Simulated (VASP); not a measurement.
Data:

```
CdO
1.0
    0.00000     2.42737     2.42737
    2.42737     0.00000     2.42737
    2.42737     2.42737     0.00000
Cd O
1 1
Cartesian
  0.00000   0.00000   0.00000
  2.42737   2.42737   2.42737
```

Computed with PBE GGA with D3 dispersion (zero damping), VASP's PBE PAW potentials (set 64) (plane waves; VASP 6.6.1). Numerical set-up: 520 eV cut-off, 13×13×13 Γ-centred mesh, first-order Methfessel-Paxton smearing of 0.10 eV, potentials Cd O.

Q: What does the run give for the energy per atom (σ→0), pressure, band gap (on the k-mesh) with the smallest direct gap where there is one?

A: 
The band gap (on the k-mesh) is none (metal, semimetal or under 0.01 eV) and the energy per atom (σ→0) comes out as -4.069 eV/atom. The pressure is -6.34 GPa.

The absolute energy has meaning only against runs of the same code, potentials and settings.

The compound is CdO in the rock salt structure. This cell is one point of a volume scan, at 1.06 of the reference volume.
